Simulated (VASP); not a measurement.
Given:

```
MoS2
1.0
    1.49703    -2.59293     0.00000
    1.49703     2.59293     0.00000
    0.00000     0.00000    10.87568
Mo S
2 4
Direct
  0.33333   0.66667   0.25000
  0.66667   0.33333   0.75000
  0.33333   0.66667   0.89509
  0.66667   0.33333   0.39509
  0.66667   0.33333   0.10491
  0.33333   0.66667   0.60491
```

Level of theory: PBE GGA, VASP's PBE PAW potentials (set 64) (plane waves; VASP). Numerical set-up: 500 eV cut-off, 12×12×3 Γ-centred mesh, first-order Methfessel-Paxton smearing of 0.10 eV, potentials Mo_sv S.

Energy and stress use the plane-wave basis of the starting cell. Without a dispersion term in the relaxation, distances and binding between the weakly bound layers, chains or molecules are unreliable, and so is what depends on them.

**Question.** The ions, cell shape and volume at an external pressure of 45.0 GPa are relaxed. Give the cell that the relaxation ends in.

**Answer.** 
```
MoS2
1.0
    1.46465    -2.53684     0.00000
    1.46465     2.53684     0.00000
    0.00000     0.00000    10.61163
Mo S
2 4
Direct
  0.33333   0.66667   0.25000
  0.66667   0.33333   0.75000
  0.33333   0.66667   0.89932
  0.66667   0.33333   0.39932
  0.66667   0.33333   0.10068
  0.33333   0.66667   0.60068
```
Space group P6_3/mmc (194), at a tolerance of 0.03 Å.

**Question.** How do energy and volume change from the first to the last step?

**Answer.** The energy (σ→0) changes by +214.8 meV/atom and the volume by -6.6 %, in 10 ionic steps.

The compound is MoS2 in the 2H layered structure. This run relaxes it under an external pressure of 45 GPa. Symmetry was kept, so distortions that lower it aren't found.
